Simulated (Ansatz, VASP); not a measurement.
# Ta3GaC (Ta3GaC antiperovskite) in two plane-wave programs, part 2 of 2

One calculation is typed for both programs; each brings its own data sets. How far apart do they land? The cell is generated by rule, not measured, and may not be a known phase. The cell is taken from a series of runs on this material, whose earlier steps may have relaxed, scaled, displaced or heated it; both programs get it as it stands.

VASP 6.6.1 and Ansatz 0.2.0.

So far: Starting point; VASP: relaxation of cell and atoms, PBE.

The structure was built from a prototype and need not be the compound's stable phase.

### Step 3. Ansatz: relaxation of cell and atoms, PBE

Level of this step: Ansatz beside VASP: Kohn-Sham DFT, plane waves, PBE (Ansatz).

Ansatz runs on its default PAW (the set named soft_2) files.

The same cell, functional, mesh and smearing now go to Ansatz, which takes its cutoff from its data sets.

Input file input.yaml:

```yaml
crystal:
  lattice:
    - [4.2726, 0.0, 0.0]
    - [0.0, 4.2726, 0.0]
    - [0.0, 0.0, 4.2726]
  atoms:
    - { symbol: Ga, position: [0.0, 0.0, 0.0] }
    - { symbol: Ta, position: [0.5, 0.5, 0.0] }
    - { symbol: Ta, position: [0.5, 0.0, 0.5] }
    - { symbol: Ta, position: [0.0, 0.5, 0.5] }
    - { symbol: C, position: [0.5, 0.5, 0.5] }
kpoints:
  mp_grid: { grid: [6, 6, 6] }
hamiltonian:
  xc: pbe
scf:
  occupations: { method: gaussian, width: 0.1 }
output:
  forces: true
  stress: true
  eigenvalues: true
relax:
  adjacent_minimum: "off"
  f_tol: 0.005
  max_steps: 80
  cell: { stress_tol: 0.05 }
```

Run with:

```console
$ ansatz run input.yaml --threads 4 --pin off --max-ram 16384MiB --backend cpu --events-out ev --progress --plain --runs-dir out
```

Numbers of over 12 decimals in the logs are rounded to 6 here.

What it wrote:

```text
Engine: ansatz 0.2.0, aarch64-unknown-linux-gnu
Pseudopotentials: kind: paw
Pseudopotential: Ga, paw, valence charge 13, recommended cutoff 420 eV (normal), Ga.paw.azcp
Pseudopotential: Ta, paw, valence charge 13, recommended cutoff 420 eV (normal), Ta.paw.azcp
Pseudopotential: C, paw, valence charge 4, recommended cutoff 420 eV (normal), C.paw.azcp
Functional definition: PBE
  parameter kappa = 0.804
  parameter beta = 0.066725
  exchange = pbe_x(kappa = kappa, mu = beta*pi^2/3)
  correlation = pbe_c(beta = beta)
Crystal: 5 atoms, lattice volume = 77.997 Å³
Basis set: ecut = 420 eV, 1503 PW (Γ), exchange–correlation on 60×60×60 points (8 copies of the dense FFT grid, shifted against one another)
Bands: 34, of which v1, the nominal top of the filled ones, is band 28 counted from 1 (27 counted from 0)
Symmetry: 48 space group operations
Space group: Pm-3m (ITA 221), of the structure as read, at distance tolerance 4.3e-5 Å
k-points: 20 of 216
Non-local potential: Ga, projectors of the file, l = 0: 2, l = 1: 2, l = 2: 3, l = 3: 1
Non-local potential: Ta, projectors of the file, l = 0: 3, l = 1: 2, l = 2: 2, l = 3: 1
Non-local potential: C, projectors of the file, l = 0: 2, l = 1: 2, l = 2: 1
PAW form: soft (Blöchl's): semilocal exchange-correlation on the pseudo side does not see the compensation charge
PAW one-centre angular grid: Ga, 590 points (default); XC on 64 Gauss nodes
PAW one-centre angular grid: Ta, 590 points (default); XC on 64 Gauss nodes
PAW one-centre angular grid: C, 110 points (default); XC on 64 Gauss nodes
Initial density: superposition of atomic densities (neutral atoms: chi_scale 0, normalization atom), corrected by the library's trained network
Initial wavefunctions: pseudopotential atomic-orbital guess
Functional: x = pbe(κ = 0.804, μ = 0.219515), c = pbe(β = 0.066725)
SCF iter   1: F=—  HF=-33831.015996 eV  |F-HF|=—  |Δ(HF+E_count)|=         —  Δρ=6.91e-3  dr2=4.91e-2  ethr=1.77e-3  ⟨swp⟩=5.2  Hψ=2747  notcnv=0
preconditioner: auto → Kerker (q_TF=auto, 2.582 Å⁻¹)  [metal: Δε(μ)=0.007 eV  Ē_g=9.208 eV  σ=0.100 eV  W_gap=0.04  n_scr=26 (ndim 8)  ℏωp=23.8 eV  f_vac=0.000  D(μ)=8.74/eV (n_scr^D=122)]
SCF iter   2: F=—  HF=-33831.004957 eV  |F-HF|=—  |Δ(HF+E_count)|=   1.10e-2  Δρ=2.95e-3  dr2=9.36e-3  ethr=8.77e-5  ⟨swp⟩=2.0  Hψ=964  notcnv=0
SCF iter   3: F=—  HF=-33831.002469 eV  |F-HF|=—  |Δ(HF+E_count)|=   2.49e-3  Δρ=9.22e-4  dr2=1.14e-3  ethr=1.67e-5  ⟨swp⟩=2.0  Hψ=857  notcnv=0
SCF iter   4: F=—  HF=-33831.002212 eV  |F-HF|=—  |Δ(HF+E_count)|=   2.57e-4  Δρ=2.68e-4  dr2=3.22e-5  ethr=2.04e-6  ⟨swp⟩=2.0  Hψ=995  notcnv=0
SCF iter   5: F=—  HF=-33831.002365 eV  |F-HF|=—  |Δ(HF+E_count)|=   1.54e-4  Δρ=1.24e-4  dr2=1.08e-5  ethr=5.75e-8  ⟨swp⟩=2.0  Hψ=962  notcnv=0
SCF iter   6: F=—  HF=-33831.002364 eV  |F-HF|=—  |Δ(HF+E_count)|=   1.36e-6  Δρ=2.94e-5  dr2=6.94e-7  ethr=1.92e-8  ⟨swp⟩=2.1  Hψ=951  notcnv=0
SCF iter   7: F=-33831.002364 eV  HF=-33831.002364 eV  |F-HF|=1.51e-8  |Δ(HF+E_count)|=   1.56e-7  Δρ=4.95e-6  dr2=2.21e-8  ethr=1.79e-10  ⟨swp⟩=7.9  Hψ=2711  notcnv=0
SCF 1 converged in 7 iterations: F = -33831.002364 eV  dr2 = 2.21e-8
  greatest PAW one-centre occupation: 0.999 electrons in one spin orbital (limit 2), on the Ta atom at site 3 (counted from 0), in its partial waves of l = 0
relax step   1: F+E_penalty+E_count = -33831.00236387 eV  Δ(F+E_penalty+E_count) = +0.000e0 eV  max|allowed force component| = 1.967e-29 eV/Å  Δτ_max = 0.0000 Å  P = +1.409 GPa  Ω = 77.997 Å³  (7 SCF iters, dr2 threshold 1.00e-7 eV, accepted)
[...]
relax step   2: F+E_penalty+E_count = -33831.00196736 eV  Δ(F+E_penalty+E_count) = +3.965e-4 eV  max|allowed force component| = 4.628e-29 eV/Å  Δτ_max = 0.0000 Å  P = -1.249 GPa  Ω = 79.015 Å³  energy of the carried Pulay correction = -8.100e-4 eV  (6 SCF iters, dr2 threshold 5.00e-7 eV, accepted)
[...]
relax step   3: F+E_penalty+E_count = -33831.00425750 eV  Δ(F+E_penalty+E_count) = -2.290e-3 eV  max|allowed force component| = 1.296e-29 eV/Å  Δτ_max = 0.0000 Å  P = -0.014 GPa  Ω = 78.533 Å³  energy of the carried Pulay correction = -4.281e-4 eV  (5 SCF iters, dr2 threshold 5.00e-7 eV, accepted)
[...]
relax step   4: F+E_penalty+E_count = -33831.00460065 eV  Δ(F+E_penalty+E_count) = -3.432e-4 eV  max|allowed force component| = 3.602e-30 eV/Å  Δτ_max = 0.0000 Å  P = -0.008 GPa  Ω = 78.533 Å³  stress off target by 7.58e-3 GPa  SCF on the basis re-selected at this cell (its energy is not comparable with the rows above)  (7 SCF iters)
basis re-selected at this cell: Δ(F+E_penalty+E_count) = -3.432e-4 eV, ΔP = +0.006 GPa vs the last step (what re-selecting the basis moved, of the pressure what is left beyond the Pulay correction that the steps carried, after the strain that the cell walked since its last selection, with what the two solves' SCF thresholds leave and, on support functions, any second-order correction that the steps lacked; it is no m [...]
SCF converged after 7 iterations
Free energy (F): -33831.004601 eV
Harris-Foulkes:  -33831.004601 eV  (|F-HF|=0.00e0)
Internal energy: -33830.959238 eV  (E = F + TS)
E sigma→0 (E₀):  -33830.981919 eV
Entropy (-TS):   -0.045363 eV (-9.073 meV/atom)
Fermi energy:    16.730602 eV
--- Per-component energies (eV) ---
  E_band       = -335.226751
  E_kinetic    = 1306.477627
  E_local      = -3557.949708  (includes V_loc(G=0)·N_el)
  E_nonlocal   = 495.177469
  E_hartree    = 1455.456629
  E_xc         = -773.093168
  E_vxc        = -730.546264  (∫ρ·V_xc dr)
  E_paw        = -27279.294067  (= ΣΔE_a)
  E_vpaw       = -759.299534  (= ΣTr[D̂ρ^β])
  E_aug_tail   = 0.000372  (compensation charges beyond the density's cutoff)
  E_ewald      = -5477.734393
  E_smearing   = -0.045363  (= −TS)
  E_closure    = 0.000000  (closes the sum)
  Σ components = -33831.004601   (vs F -33831.004601, Δ=0.00e0)
--- Forces (eV/Å), atoms counted from 1 ---
  atom   1  Ga    -0.00000000     0.00000000     0.00000000
  atom   2  Ta     0.00000000    -0.00000000     0.00000000
  atom   3  Ta     0.00000000     0.00000000     0.00000000
  atom   4  Ta     0.00000000     0.00000000    -0.00000000
  atom   5  C      0.00000000    -0.00000000     0.00000000
  max |Σ_I F_I| component: 8.28e-30 eV/Å
--- Stress (GPa, compression-positive) ---
       -0.007576       0.000000       0.000000
        0.000000      -0.007576       0.000000
        0.000000       0.000000      -0.007576
  P = ⅓ Tr σ = -0.0076 GPa (-0.076 kbar)
--- Band table (eV; the first three rows and the last of 20) ---
  k-point 0: bands = [... 24 lower, 14.4036, 14.4036, 14.4036, 17.9314, 17.9314, 17.9314, 18.3061, 18.3061, ... 2 higher]
  k-point 1: bands = [... 24 lower, 14.0168, 14.3813, 14.3813, 16.7335, 17.5800, 17.5800, 18.0368, 19.3360, ... 2 higher]
  k-point 2: bands = [... 24 lower, 14.1792, 14.1792, 14.8282, 16.4867, 17.4982, 17.8156, 17.8156, 19.2828, ... 2 higher]
  k-point 19: bands = [... 24 lower, 14.8024, 15.9552, 15.9552, 15.9552, 16.4663, 16.4663, 16.4663, 19.2041, ... 2 higher]
--- Relaxed structure (3 steps of the walk, 3 accepted, 1 SCFs on fresh bases) ---
  F+E_penalty+E_count = -33831.00460065 eV   max|allowed force component| = 3.602e-30 eV/Å   (the final SCF, on the basis selected at the relaxed cell)
  cell:  # Å, volume = 78.5333 Å³
    - [4.282375, 0, 0]
    - [0, 4.282375, 0]
    - [0, 0, 4.282375]
  atoms:
    - { symbol: Ga, position: [0, 0, 0] }
    - { symbol: Ta, position: [0.5, 0.5, 0] }
    - { symbol: Ta, position: [0.5, 0, 0.5] }
    - { symbol: Ta, position: [0, 0.5, 0.5] }
    - { symbol: C, position: [0.5, 0.5, 0.5] }
```

Reading the cycles: dr2 is the Hartree energy of the density residual (eV), the measure of convergence; HF is the Harris–Foulkes estimate of the energy, which meets the free energy F at convergence.

### Step 4. Comparison

Known differences besides the potentials themselves: the data sets hold 56 valence electrons in Ansatz (on its default PAW (the set named soft_2) files) and 50 in VASP; the cutoff is 420 eV in Ansatz and 600 eV in VASP; Ansatz adds a Pulay correction to the stress that steers its cell, VASP none. Total energies have different zeros and are not compared.

Compared:

| quantity | Ansatz | VASP | difference |
| --- | --- | --- | --- |
| volume (Å³) | 78.53 | 78.65 | -0.15 % |
| edge a after relaxation, in the typed setting (Å) | 4.282 | 4.285 | -0.05 % |

### Step 5. Outcome

```json
{"difference in volume (relaxation of cell and atoms, PBE)": "-0.15 %"}
```

The difference in volume is -0.15 % (relaxation of cell and atoms, PBE), within the 1.2 % picked in this series as the mark of a large difference, as far as the stopping tolerances let one tell. The data sets hold unlike numbers of valence electrons (56 in Ansatz and 50 in VASP), so part of the differences comes from the potentials. How closely two codes agree says nothing of how well the functional describes the real material.

[Lines on the potential files, build, host, timing and source positions are cut from VASP's logs without a mark.]

[Logs are printed without paths, hosts, clocks, repeated set-up lines and the standing remarks that a program may print on its own settings, such as how far it seeks lower states.]

[Hosts, paths, dates, database ids (printed as entryN), source tags and the programs' standing remarks are cut or masked in the printed files.]
